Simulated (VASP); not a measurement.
All values below come from PBEsol GGA, VASP's PBE PAW potentials (set 64) (plane waves; VASP).

VASP input:

KPOINTS:
```
Automatic
0
Gamma
 8 8 8
```

INCAR:
```
# general
SYSTEM  = Al3Sc
PREC    = Accurate
ENCUT   = 480   # plane-wave cut-off (eV)
LREAL   = .FALSE.   # projection in real space or not
LASPH   = .TRUE.

# electronic loop
EDIFF   = 1E-7   # SCF stop (eV)
NELM    = 100
ALGO    = Normal
LMAXMIX = 4   # l cut-off of mixed one-centre charges

# smearing
ISMEAR  = 1   # Methfessel-Paxton
SIGMA   = 0.1   # width (eV)

# functional
GGA     = PS

# ions
ISIF    = 2

# output
LWAVE   = .FALSE.
LCHARG  = .FALSE.
```

POSCAR:
```
Al3Sc
1
    4.1529540702     0.0000000000     0.0000000000
    0.0000000000     4.1529540702     0.0000000000
    0.0000000000     0.0000000000     4.1529540702
Sc Al
1 3
Direct
  0.0000000000   0.0000000000   0.0000000000
  0.0000000000   0.5000000000   0.5000000000
  0.5000000000   0.0000000000   0.5000000000
  0.5000000000   0.5000000000   0.0000000000
```

POTCAR, in this order: Sc_sv Al (PBE.64 set). Program: vasp_std.

The run wrote:

File OSZICAR:
```
       N       E                     dE             d eps       ncg     rms          rms(c)
DAV:   1     0.107811352631E+03    0.10781E+03   -0.79745E+03   988   0.120E+03
DAV:   2    -0.147450591141E+02   -0.12256E+03   -0.12082E+03  1000   0.352E+02
DAV:   3    -0.216961249749E+02   -0.69511E+01   -0.67790E+01  1576   0.702E+01
DAV:   4    -0.218133703349E+02   -0.11725E+00   -0.11689E+00  1394   0.871E+00
DAV:   5    -0.218158850089E+02   -0.25147E-02   -0.25137E-02  1422   0.131E+00    0.856E+00
DAV:   6    -0.207919565314E+02    0.10239E+01   -0.52122E+00  1618   0.261E+01    0.295E+00
DAV:   7    -0.207312913914E+02    0.60665E-01   -0.11011E-01  1250   0.291E+00    0.171E+00
DAV:   8    -0.207017526982E+02    0.29539E-01   -0.48285E-02  1444   0.189E+00    0.242E-01
DAV:   9    -0.207013728477E+02    0.37985E-03   -0.34528E-03  1298   0.582E-01    0.975E-02
DAV:  10    -0.207013111511E+02    0.61697E-04   -0.21391E-04  1476   0.143E-01    0.684E-02
DAV:  11    -0.207013105747E+02    0.57645E-06   -0.37640E-05  1520   0.468E-02    0.431E-02
DAV:  12    -0.207013002907E+02    0.10284E-04   -0.48135E-05  1620   0.813E-02    0.432E-03
DAV:  13    -0.207013002647E+02    0.26044E-07   -0.24876E-06  1512   0.183E-02    0.277E-03
DAV:  14    -0.207013002890E+02   -0.24269E-07   -0.90339E-07  1406   0.997E-03
   1 F= -.20701300E+02 E0= -.20700483E+02  d E =-.245258E-02
```

**OUTCAR**
```
------------------------ aborting loop because EDIFF is reached ----------------------------------------
  FORCE on cell =-STRESS in cart. coord.  units (eV):
  Direction    XX          YY          ZZ          XY          YZ          ZX
  --------------------------------------------------------------------------------------
  Total       -2.0870290     -2.0870290     -2.0870290     -0.0000000     -0.0000000      0.0000000
  in kB      -46.6839603    -46.6839603    -46.6839603     -0.0000000     -0.0000000      0.0000000
  external PRESSURE =     -46.6839603 kB  Pullay stress =       0.0000000 kB
  volume of cell :       71.63
      direct lattice vectors                 reciprocal lattice vectors
     4.152954070  0.000000000  0.000000000     0.240792454  0.000000000  0.000000000
     0.000000000  4.152954070  0.000000000     0.000000000  0.240792454  0.000000000
     0.000000000  0.000000000  4.152954070     0.000000000  0.000000000  0.240792454
 POSITION                                       TOTAL-FORCE (eV/Angst)
 -----------------------------------------------------------------------------------
      0.00000      0.00000      0.00000         0.000000      0.000000      0.000000
      0.00000      2.07648      2.07648         0.000000      0.000000      0.000000
      2.07648      0.00000      2.07648         0.000000      0.000000      0.000000
      2.07648      2.07648      0.00000         0.000000      0.000000      0.000000
 -----------------------------------------------------------------------------------
    total drift:                               -0.000000     -0.000000      0.000000
  FREE ENERGIE OF THE ION-ELECTRON SYSTEM (eV)
  ---------------------------------------------------
  free  energy   TOTEN  =       -20.7013002890 eV

  energy  without entropy=      -20.6988477052  energy(sigma->0) =      -20.70048276
```
(Selected blocks of OUTCAR.)

The compound is Al3Sc in the L1_2 structure. This cell was strained or had an atom moved on purpose.
